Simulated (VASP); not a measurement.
Consider the following.

```yaml
crystal:
  lattice:
    - [0.00000, 2.81226, 2.81226]
    - [2.81226, 0.00000, 2.81226]
    - [2.81226, 2.81226, 0.00000]
  atoms:
    - { symbol: Zn, position: [0.00000, 0.00000, 0.00000] }
    - { symbol: S, position: [0.25000, 0.25000, 0.25000] }
```

Computed with RPBE GGA, VASP's PBE PAW potentials (set 64) (plane waves; VASP). Numerical set-up: 520 eV cut-off, 8×8×8 Γ-centred mesh, Gaussian smearing of 0.050 eV, potentials Zn S.

### Question
The job: ZnS (zinc blende), 2 atoms, RPBE, static run, 520 eV, 8×8×8 Γ-centred mesh. Roughly how much core time does it take on a busy server core?

### Answer
About 10 core-seconds (one run on a shared machine, a rough figure). It had 29 irreducible k-points, 13 bands, up to 1243 plane waves and 14 electronic steps.

The compound is ZnS in the zinc blende structure. This cell is one point of a volume scan, at 1.06 of the reference volume.
